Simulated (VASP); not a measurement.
# TiGe (relaxed from the rocksalt structure, space group Fm-3m): computed properties

Computed with r2SCAN meta-GGA, VASP's PBE PAW potentials (set 64) (plane waves; VASP).

| Quantity | Value |
|---|---|
| space group | Fm-3m (225) |
| cell | a = 5.1711 Å, b = 5.1711 Å, c = 5.1711 Å, α = 90.00°, β = 90.00°, γ = 90.00° |
| volume per atom | 17.28 Å^3/atom |
| band gap (over mesh and band path) | none (metal, semimetal or under 0.01 eV) |
| density | 5.79 g/cm³ |

```
CELL_PARAMETERS angstrom
      0.00000     2.58556     2.58556
      2.58556     0.00000     2.58556
      2.58556     2.58556     0.00000
ATOMIC_POSITIONS crystal
  Ge 0.00000 0.00000 0.00000
  Ti 0.50000 0.50000 0.50000
```

The structure was generated: TiGe was put into the rocksalt type (Fm-3m), which need not be its known phase. It was relaxed first, which changed the volume by -22 %. Symmetry was kept, so distortions that lower it aren't found.
